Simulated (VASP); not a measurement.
```
ZrC
1.0
    0.00000     2.35694     2.35694
    2.35694     0.00000     2.35694
    2.35694     2.35694     0.00000
Zr C
1 1
Cartesian
  0.00000   0.00000   0.00000
  2.35694   2.35694   2.35694
```

Level of theory: PW91 GGA, VASP's PBE PAW potentials (set 64) (plane waves; VASP). Settings: 520 eV cut-off, 15×15×15 Γ-centred mesh, tetrahedra with Blöchl corrections, potentials Zr_sv C.

Question: Estimate the energy per atom (σ→0), band gap (on the k-mesh) with the smallest direct gap where there is one.

Answer: 
* **band gap (on the k-mesh)**: none (metal, semimetal or under 0.01 eV)
* **energy per atom (σ→0)**: -939.9 kJ/mol of atoms

The absolute energy has meaning only against runs of the same code, potentials and settings.

The compound is ZrC in the rock salt structure. It was relaxed first.
